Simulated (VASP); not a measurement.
The system is Sb.

```xyz
1
Lattice="0.0000 2.3050 2.3050 2.3050 0.0000 2.3050 2.3050 2.3050 0.0000" Properties=species:S:1:pos:R:3 pbc="T T T"
Sb    0.0000    0.0000    0.0000
```

This isn't the form of Sb at room conditions, which is rhombohedral.

The cell isn't the ideal one: cell and atoms relaxed from 1.0 times the given volume.

* Program: VASP 6.6.1
* Task: relaxation of cell and atoms
* Functional: LDA
* Potentials or basis: VASP PAW LDA potentials, release 64 (Sb)
* Cutoff: 600 eV
* k mesh: 12 × 12 × 12
* Occupations: fermi-dirac, width 0.05 eV
* Spin: no spin polarisation

At the start: pressure 4.0 GPa; volume 24.49 Å³/atom.

Q: Where does the relaxation end?

A: Over 3 steps the energy falls by 16.0 meV/atom and the volume is 25.84 Å³/atom (+5.5 %); space group Fm-3m (No. 225, to 0.05 Å).

The path:
```tsv
step	energy change (eV)	largest force (eV/Å)	pressure (GPa)	volume (Å³)
1	0.0000	0.0000	4.00	24.49
2	-0.0099	0.0000	-2.14	26.73
3	-0.0160	0.0000	0.00	25.84
```

Final structure:
```
Sb
1.0
     0.00000    2.34640    2.34640
     2.34640    0.00000    2.34640
     2.34640    2.34640    0.00000
Sb
1
Direct
  0.00000 0.00000 0.00000
```
